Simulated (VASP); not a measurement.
Energy against volume of GaSb (zinc blende). Method: PBE0 hybrid, VASP's PBE PAW potentials (set 64) (plane waves; VASP). Settings: 520 eV cut-off, 6×6×6 Γ-centred mesh, Gaussian smearing of 0.050 eV, potentials Ga_d Sb.

| V (Å³/atom) | E (eV/atom) |
|---|---|
| 27.365 | -4.88743 |
| 28.267 | -4.89609 |
| 29.169 | -4.89412 |
| 30.071 | -4.88324 |

### Question
Fit these four points and predict the energy of the run at 30.973 Å³/atom.

### Answer
A cubic in V^(−2/3), the third-order Birch-Murnaghan form, passes through the four points with V0 = 28.53 Å³/atom and B0 = 57 GPa, and gives -4.8649 eV/atom there. The run gave -4.8650 eV/atom, -0.1 meV/atom from the fit; all five points give B0 = 57 GPa.

The compound is GaSb in the zinc blende structure. It was relaxed first. The cell's shape comes from a PBE relaxation.
